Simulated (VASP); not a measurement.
# Si2Mo: phonons from a supercell, part 3 of 3

How does the lattice of Si2Mo vibrate? The start is a cell from a database of measured crystal structures.

VASP 6.6.1; LDA; plane waves and PAW (Mo_sv, Si).

So far. Step 2 (Relax the host): The run ended after 7 ionic steps, 0.029 eV below its first step, once forces and stress met EDIFFG = -0.02. Step 3 (Tight relaxation): The run ended after 4 ionic steps, 0.000 eV below its first step, once forces and stress met EDIFFG = -0.002.

The database entry behind the starting cell is an old determination (1927), so it need not match the best structure at ambient conditions.

## 4. Force constants in the supercell (continued)

Parts of OUTCAR (step 4):

```text
  LATTYP: Found a base centered orthorhombic cell.
 ALAT       =     8.9786492034
 B/A-ratio  =     1.7327772037
 C/A-ratio  =     1.0000000000

 Subroutine GETGRP returns: Found  8 space group operations
 (whereof  8 operations were pure point group operations)

The static configuration has the point symmetry D_2h.

 Found     27 irreducible k-points:

   k-points           NKPTS =     27   k-points in BZ     NKDIM =     27   number of bands    NBANDS=    212

   dimension x,y,z NGX =    56 NGY =   56 NGZ =  112
   dimension x,y,z NGXF=   112 NGYF=  112 NGZF=  224

   ENCUT  =  350.0 eV  25.72 Ry    5.07 a.u.  13.70 13.70 27.40*2*pi/ulx,y,z

   NELECT =     352.0000    total number of electrons

 E-fermi :  12.5841

 k-point     1 :       0.0000    0.0000    0.0000
  band No.  band energies     occupation
    ...
    172      12.0588      2.00129
    173      12.0609      2.00136
    174      12.0609      2.00136
    175      12.1372      2.00698
    176      12.1379      2.00708
    177      12.8606     -0.06479
    178      12.8629     -0.06396
    179      12.9736     -0.01886
    180      13.1157     -0.00111
    181      14.1652     -0.00000
    ...

 k-point     2 :       0.2000   -0.0000    0.0000
  band No.  band energies     occupation
    ...
    173      11.8483      2.00000
    174      12.0331      2.00069
    175      12.1647      2.01155
    176      12.4451      1.91624
    177      12.4695      1.81523
    178      12.8844     -0.05516
    179      13.4207     -0.00000
    180      13.5434     -0.00000
    181      13.5936     -0.00000
    182      13.8298     -0.00000
    ...

  energy-cutoff  :      350.00
  volume of cell :      627.11
      direct lattice vectors                 reciprocal lattice vectors
    -3.174431869  3.174431869  7.778999330     0.000000000  0.157508499  0.064275619
     3.174431869 -3.174431869  7.778999330     0.157508499  0.000000000  0.064275619
     6.348863738  6.348863738-15.557998660     0.078754250  0.078754250  0.000000000

 POSITION                                       TOTAL-FORCE (eV/Angst)
 -----------------------------------------------------------------------------------
      0.00000      0.00000      0.00000         0.000000     -0.000000      0.002877
      1.58722      1.58722     -3.88950        -0.000961     -0.000961      0.001060
      3.17443      3.17443     -7.77900         0.000000     -0.000000     -0.000784
      4.76165      4.76165    -11.66850        -0.014983     -0.014983     -0.019639
      1.58722     -1.58722      3.88950         0.014283     -0.014283     -0.017493
      3.17443      0.00000      0.00000        -0.001393      0.002126     -0.000831
      4.76165      1.58722     -3.88950         0.001687     -0.001687     -0.001094
      6.34886      3.17443     -7.77900         0.001393     -0.002126     -0.000831
     -1.58722      1.58722      3.88950        -0.014283      0.014283     -0.017493
      0.00000      3.17443      0.00000         0.002126     -0.001393     -0.000831
      1.58722      4.76165     -3.88950        -0.001687      0.001687     -0.001094
      3.17443      6.34886     -7.77900        -0.002126      0.001393     -0.000831
      0.00000      0.00000      7.77900         0.000000      0.000000     -0.025698
      1.58722      1.58722      3.88950         0.014983      0.014983     -0.019639
      3.17443      3.17443      0.00000         0.000000     -0.000000      0.000684
      4.76165      4.76165     -3.88950         0.000961      0.000961      0.001060
      0.00000      0.00000      5.15668        -0.000000     -0.000000      0.205067
      1.58722      1.58722      1.28218         0.000825      0.000825      0.003998
      3.17443      3.17443     -2.60732         0.000000     -0.000000      0.007856
      4.76165      4.76165     -6.49682         0.003656      0.003656      0.003993
      1.58722     -1.58722      9.06118        -0.004913      0.004913      0.002100
      3.17443      0.00000      5.17168         0.000207     -0.000528      0.008666
      4.76165      1.58722      1.28218         0.000416     -0.000416      0.005928
      6.34886      3.17443     -2.60732        -0.000207      0.000528      0.008666
     -1.58722      1.58722      9.06118         0.004913     -0.004913      0.002100
      0.00000      3.17443      5.17168        -0.000528      0.000207      0.008666
      1.58722      4.76165      1.28218        -0.000416      0.000416      0.005928
      3.17443      6.34886     -2.60732         0.000528     -0.000207      0.008666
      0.00000      0.00000     12.95068         0.000000     -0.000000      0.008199
      1.58722      1.58722      9.06118        -0.003656     -0.003656      0.003993
      3.17443      3.17443      5.17168         0.000000      0.000000      0.009098
      4.76165      4.76165      1.28218        -0.000825     -0.000825      0.003998
      0.00000      0.00000      2.60732         0.000000      0.000000     -0.047499
      1.58722      1.58722     -1.28218         0.000213      0.000213     -0.006382
      3.17443      3.17443     -5.17168         0.000000     -0.000000     -0.007335
      4.76165      4.76165     -9.06118         0.014006      0.014006     -0.012623
      1.58722     -1.58722      6.49682        -0.014260      0.014260     -0.013016
[...]
3.174432  0.000000  5.171681    -0.109967   -0.109967    0.012039
      4.761648  1.587216  1.282182    -0.007327   -0.007327   -0.180697
      6.348864  3.174432 -2.607318     0.109967    0.109967   -0.012039
     -1.587216  1.587216  9.061181     0.007327    0.007327    0.180697
      0.000000  3.174432  5.171681    -0.109967   -0.109967    0.012039
      1.587216  4.761648  1.282182    -0.007327   -0.007327   -0.180697
      3.174432  6.348864 -2.607318     0.109967    0.109967   -0.012039
      0.000000  0.000000 12.950681     0.007327    0.007327    0.180697
      1.587216  1.587216  9.061181    -0.109967   -0.109967    0.012039
      3.174432  3.174432  5.171681    -0.007327   -0.007327   -0.180697
      4.761648  4.761648  1.282182     0.109967    0.109967   -0.012039
      0.000000  0.000000  2.607318     0.007327    0.007327   -0.180697
      1.587216  1.587216 -1.282182    -0.109967   -0.109967   -0.012039
      3.174432  3.174432 -5.171681    -0.007327   -0.007327    0.180697
      4.761648  4.761648 -9.061181     0.109967    0.109967    0.012039
      1.587216 -1.587216  6.496818     0.007327    0.007327   -0.180697
      3.174432  0.000000  2.607318    -0.109967   -0.109967   -0.012039
[...]
3.174432  3.174432  2.607318    -0.007327   -0.007327    0.180697
      4.761648  4.761648 -1.282182     0.109967    0.109967    0.012039

   2 f  =   13.174686 THz    82.778996 2PiTHz  439.460234 cm-1    54.486100 meV
             X         Y         Z           dx          dy          dz
      0.000000  0.000000  0.000000    -0.073397   -0.073397   -0.000000
      1.587216  1.587216 -3.889500    -0.004890   -0.004890    0.000000
      3.174432  3.174432 -7.778999     0.073397    0.073397   -0.000000
      4.761648  4.761648-11.668499     0.004890    0.004890   -0.000000
      1.587216 -1.587216  3.889500    -0.073397   -0.073397   -0.000000
      3.174432  0.000000  0.000000    -0.004890   -0.004890   -0.000000
      4.761648  1.587216 -3.889500     0.073397    0.073397   -0.000000
      6.348864  3.174432 -7.778999     0.004890    0.004890   -0.000000
     -1.587216  1.587216  3.889500    -0.073397   -0.073397   -0.000000
      0.000000  3.174432  0.000000    -0.004890   -0.004890   -0.000000
      1.587216  4.761648 -3.889500     0.073397    0.073397   -0.000000
      3.174432  6.348864 -7.778999     0.004890    0.004890   -0.000000
      0.000000  0.000000  7.778999    -0.073397   -0.073397   -0.000000
      1.587216  1.587216  3.889500    -0.004890   -0.004890    0.000000
      3.174432  3.174432  0.000000     0.073397    0.073397   -0.000000
      4.761648  4.761648 -3.889500     0.004890    0.004890    0.000000
      0.000000  0.000000  5.171681     0.109967    0.109967   -0.012039
      1.587216  1.587216  1.282182     0.007327    0.007327    0.180697
      3.174432  3.174432 -2.607318    -0.109967   -0.109967    0.012039
      4.761648  4.761648 -6.496818    -0.007327   -0.007327   -0.180697
      1.587216 -1.587216  9.061181     0.109967    0.109967   -0.012039
      3.174432  0.000000  5.171681     0.007327    0.007327    0.180697
      4.761648  1.587216  1.282182    -0.109967   -0.109967    0.012039
      6.348864  3.174432 -2.607318    -0.007327   -0.007327   -0.180697
     -1.587216  1.587216  9.061181     0.109967    0.109967   -0.012039
      0.000000  3.174432  5.171681     0.007327    0.007327    0.180697
      1.587216  4.761648  1.282182    -0.109967   -0.109967    0.012039
      3.174432  6.348864 -2.607318    -0.007327   -0.007327   -0.180697
      0.000000  0.000000 12.950681     0.109967    0.109967   -0.012039
      1.587216  1.587216  9.061181     0.007327    0.007327    0.180697
      3.174432  3.174432  5.171681    -0.109967   -0.109967    0.012039
      4.761648  4.761648  1.282182    -0.007327   -0.007327   -0.180697
      0.000000  0.000000  2.607318     0.109967    0.109967    0.012039
      1.587216  1.587216 -1.282182     0.007327    0.007327   -0.180697
      3.174432  3.174432 -5.171681    -0.109967   -0.109967   -0.012039
      4.761648  4.761648 -9.061181    -0.007327   -0.007327    0.180697
      1.587216 -1.587216  6.496818     0.109967    0.109967    0.012039
      3.174432  0.000000  2.607318     0.007327    0.007327   -0.180697
[...]
3.174432  3.174432  2.607318    -0.109967   -0.109967   -0.012039
      4.761648  4.761648 -1.282182    -0.007327   -0.007327    0.180697

   3 f  =   13.152370 THz    82.638781 2PiTHz  438.715855 cm-1    54.393809 meV
             X         Y         Z           dx          dy          dz
      0.000000  0.000000  0.000000     0.000000    0.000000   -0.000000
      1.587216  1.587216 -3.889500    -0.000000   -0.000000    0.000000
      3.174432  3.174432 -7.778999    -0.000000   -0.000000   -0.000000
      4.761648  4.761648-11.668499     0.000000    0.000000    0.000000
      1.587216 -1.587216  3.889500     0.000000    0.000000    0.000000
      3.174432  0.000000  0.000000    -0.000000   -0.000000   -0.000000
      4.761648  1.587216 -3.889500    -0.000000   -0.000000   -0.000000
      6.348864  3.174432 -7.778999     0.000000    0.000000    0.000000
     -1.587216  1.587216  3.889500     0.000000    0.000000    0.000000
      0.000000  3.174432  0.000000    -0.000000   -0.000000   -0.000000
      1.587216  4.761648 -3.889500    -0.000000   -0.000000   -0.000000
      3.174432  6.348864 -7.778999     0.000000    0.000000    0.000000
    [... 7224 further lines ...]
      1.587216  1.587216  6.496818    -0.000000    0.000000    0.107553
      3.174432  3.174432  2.607318    -0.000000    0.000000    0.107553
      4.761648  4.761648 -1.282182    -0.000000    0.000000    0.107553

 ELASTIC MODULI CONTR FROM IONIC RELAXATION (kBar)
 Direction    XX          YY          ZZ          XY          YZ          ZX
 --------------------------------------------------------------------------------
 XX           0.0000      0.0000      0.0000      0.0000      0.0000      0.0000
 YY           0.0000      0.0000      0.0000      0.0000      0.0000      0.0000
 ZZ           0.0000      0.0000      0.0000      0.0000      0.0000      0.0000
 XY           0.0000      0.0000      0.0000      0.0000      0.0000      0.0000
 YZ           0.0000      0.0000      0.0000      0.0000      0.0000      0.0000
 ZX           0.0000      0.0000      0.0000      0.0000      0.0000      0.0000
 --------------------------------------------------------------------------------

[... 7 further parts left out ...]
```

The last energy, forces, stress and levels in OUTCAR belong to the last displaced cell, not to the cell of POSCAR.

This step gave:

```yaml
electrons: 352
lowest_frequency: -1.38e-6 cm⁻¹
highest_frequency: 448.4 cm⁻¹
dynamically_stable: yes
zero_point_energy: 54.63 meV/atom
heat_capacity_300: 21.05 J/K/mol of atoms
entropy_300: 19.49 J/K/mol of atoms
```

No long-range dipole term. The phonon branches at the labelled points (cm⁻¹):

| point | branch 1 | branch 2 | branch 3 | branch 4 | branch 5 | branch 6 | branch 7 | branch 8 | branch 9 |
| --- | --- | --- | --- | --- | --- | --- | --- | --- | --- |
| Γ | 0 | 0 | 0 | 283 | 283 | 324 | 334 | 334 | 436 |
| 0.47 of the way | 146 | 167 | 242 | 255 | 286 | 326 | 359 | 362 | 439 |
| X | 205 | 224 | 269 | 283 | 294 | 313 | 390 | 393 | 398 |
| 0.47 of the way | 210 | 226 | 269 | 282 | 293 | 312 | 389 | 392 | 399 |
| Y | 227 | 232 | 267 | 278 | 290 | 311 | 386 | 388 | 399 |
| 0.47 of the way | 237 | 239 | 261 | 269 | 292 | 293 | 361 | 380 | 422 |
| S | 200 | 237 | 251 | 253 | 274 | 302 | 346 | 378 | 445 |
| 0.47 of the way | 146 | 172 | 223 | 283 | 296 | 299 | 333 | 368 | 432 |
| Γ | 0 | 0 | 0 | 283 | 283 | 324 | 334 | 334 | 436 |
| 0.47 of the way | 110 | 112 | 168 | 274 | 276 | 327 | 328 | 340 | 435 |
| Z | 188 | 188 | 247 | 248 | 260 | 321 | 322 | 364 | 423 |
| 0.47 of the way | 196 | 222 | 235 | 245 | 278 | 318 | 339 | 368 | 421 |
| S1 | 200 | 237 | 251 | 253 | 274 | 302 | 346 | 378 | 445 |
| 0.47 of the way | 197 | 221 | 257 | 262 | 279 | 299 | 328 | 394 | 444 |
| N | 195 | 208 | 262 | 269 | 288 | 297 | 309 | 407 | 439 |
| 0.47 of the way | 212 | 229 | 265 | 269 | 280 | 303 | 359 | 402 | 415 |
| P | 225 | 232 | 234 | 293 | 295 | 309 | 391 | 392 | 401 |
| 0.53 of the way | 216 | 228 | 255 | 288 | 291 | 311 | 389 | 391 | 400 |
| Y1 | 222 | 229 | 267 | 278 | 290 | 309 | 386 | 386 | 402 |
| 0.53 of the way | 226 | 227 | 239 | 253 | 283 | 316 | 345 | 358 | 421 |
| Z | 188 | 188 | 247 | 248 | 260 | 321 | 322 | 364 | 423 |
| jump to X | 205 | 224 | 269 | 283 | 294 | 313 | 390 | 393 | 398 |
| 0.47 of the way | 212 | 225 | 257 | 288 | 295 | 311 | 390 | 393 | 399 |
| P | 225 | 232 | 234 | 293 | 295 | 309 | 391 | 392 | 401 |

The phonon branches as a text plot (rows in cm⁻¹; labels by their first letter):

```
    439 |******        ****** ******     ******
    420 |      **    **      *      *****      **       ******
    402 |        ****                       ************      ***
    383 |     **************             ***      *******     ***
    364 |   ***      **     **      *****       **      ******
    346 | ***          *****  **  **    ****   *          **
    327 |*******            ************    * *            ***
    308 | *     *****  ********         **** *  ********  *   ***
    290 |**************    *******      *   **** ***********  ***
    271 |   * *  ***********     ***  ** *********    ***   ***
    252 |    ****    *******        *********    **  *  ****** **
    234 |    *    *********           ******    ********* **** **
    215 |   *  ****    *    *          *    ***********    *  ***
    196 |     ****      ** *       * **********             ***
    177 |     *           ****      *
    159 |  * *                    *
    140 |   **              **     *
    121 |   *                *
    103 |  *                  *  **
     84 | **
     65 |                     *  *
     47 |**
     28 |*                     **
      9 |                       *
         Γ        XY    S       Γ    Z    S  N     P  Y      Z|XP
```

The phonon density of states has structure finer than the step of the table below, so its rows give means over 20 cm⁻¹, whole bins alone (the curve runs from -16.4 to 475 cm⁻¹). Peaks (cm⁻¹: height): 215.7: 0.0357, 257.1: 0.0622, 283.8: 0.0857, 389.2: 0.0353, 422.5: 0.0384.

The phonon density of states by frequency; means over each step:

| frequency (cm⁻¹) | phonon density of states (states/cm⁻¹/cell) |
| --- | --- |
| 0 | 7.1e-6 |
| 20 | 8.0e-5 |
| 40 | 3.2e-4 |
| 60 | 7.1e-4 |
| 80 | 0.00138 |
| 100 | 0.00230 |
| 120 | 0.00370 |
| 140 | 0.00550 |
| 160 | 0.00869 |
| 180 | 0.0147 |
| 200 | 0.0282 |
| 220 | 0.0322 |
| 240 | 0.0245 |
| 260 | 0.0531 |
| 280 | 0.0662 |
| 300 | 0.0387 |
| 320 | 0.0273 |
| 340 | 0.0214 |
| 360 | 0.0214 |
| 380 | 0.0313 |
| 400 | 0.0271 |
| 420 | 0.0309 |
| 440 | 0.0102 |
| 460 | 5.3e-5 |

Heat capacity at constant volume against temperature:

temperature (K), heat capacity at constant volume (J/K/mol of atoms) and a bar:
```
        0        0.0 
       50        1.2 #
      100        7.6 #########
      150       13.6 #################
      200       17.3 #####################
      250       19.6 ########################
      275       20.4 #########################
      325       21.6 ##########################
      375       22.3 ###########################
      425       22.9 ############################
      475       23.3 ############################
      525       23.6 #############################
      575       23.8 #############################
      625       24.0 #############################
      675       24.1 #############################
      725       24.2 ##############################
      750       24.3 ##############################
      800       24.3 ##############################
      850       24.4 ##############################
      900       24.5 ##############################
      950       24.5 ##############################
     1000       24.6 ##############################
```

The vibrational entropy by temperature:

| temperature (K) | vibrational entropy (J/K/mol of atoms) |
| --- | --- |
| 0 | 0 |
| 25 | 0.0264 |
| 50 | 0.312 |
| 75 | 1.27 |
| 100 | 2.91 |
| 125 | 4.96 |
| 150 | 7.18 |
| 200 | 11.6 |
| 225 | 13.8 |
| 250 | 15.8 |
| 275 | 17.7 |
| 300 | 19.5 |
| 325 | 21.2 |
| 350 | 22.8 |
| 375 | 24.3 |
| 400 | 25.8 |
| 425 | 27.2 |
| 450 | 28.5 |
| 475 | 29.7 |
| 525 | 32.1 |
| 550 | 33.2 |
| 575 | 34.2 |
| 600 | 35.3 |
| 625 | 36.2 |
| 650 | 37.2 |
| 675 | 38.1 |
| 700 | 39.0 |
| 725 | 39.8 |
| 750 | 40.6 |
| 775 | 41.4 |
| 800 | 42.2 |
| 850 | 43.7 |
| 875 | 44.4 |
| 900 | 45.1 |
| 925 | 45.7 |
| 950 | 46.4 |
| 975 | 47.0 |
| 1000 | 47.6 |

## 5. What came out

| Quantity | Value |
| --- | --- |
| highest frequency | 448 cm⁻¹ |
| lowest frequency | -1.4e-6 cm⁻¹ |
| zero point energy | 54.6 meV/atom |
| heat capacity 300 | 21.0 J/K/mol of atoms |
| entropy 300 | 19.5 J/K/mol of atoms |

**Reading.** The spectrum reaches 448 cm⁻¹, and its lowest point lies at 0 cm⁻¹. No mode is imaginary, so the structure is a local minimum as far as this supercell can tell. Frequencies between the wave vectors that fit the supercell are interpolated.

[Lines on the potential files, build, host, timing and source positions are cut from VASP's logs without a mark.]

[Logs are printed without paths, hosts, clocks, repeated set-up lines and the standing remarks that a program may print on its own settings, such as how far it seeks lower states.]

[Hosts, paths, dates, database ids (printed as entryN), source tags and the programs' standing remarks are cut or masked in the printed files.]

[Runs that stopped without an error message from VASP are left out.]
